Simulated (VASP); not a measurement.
Input:

```yaml
crystal:
  lattice:
    - [3.57477, 0.00000, 0.00000]
    - [0.00000, 3.57477, 0.00000]
    - [0.00000, 0.00000, 3.57477]
  atoms:
    - { symbol: Si, position: [0.00000, 0.00000, 0.00000] }
    - { symbol: Ni, position: [0.00000, 0.50000, 0.50000] }
    - { symbol: Ni, position: [0.50000, 0.00000, 0.50000] }
    - { symbol: Ni, position: [0.50000, 0.50000, 0.00000] }
```

These are PBE GGA, VASP's PBE PAW potentials (set 64) (plane waves; VASP) values and carry that method's errors. Settings: 520 eV cut-off, 9×9×9 Γ-centred mesh, first-order Methfessel-Paxton smearing of 0.10 eV, potentials Si Ni.

### Question
Predict the energy per atom (σ→0), pressure, band gap (on the k-mesh) with the smallest direct gap where there is one.

### Answer

The band gap (on the k-mesh) is none (metal, semimetal or under 0.01 eV), the energy per atom (σ→0) is -5.897 eV/atom and the pressure comes out as -10.69 GPa.

Total energies compare only between runs with the same potentials, cut-off and functional.

The compound is Ni3Si in the L1_2 structure. This cell is one point of a volume scan, at 1.06 of the reference volume. The run is not spin-polarised, so no magnetic state was tried.
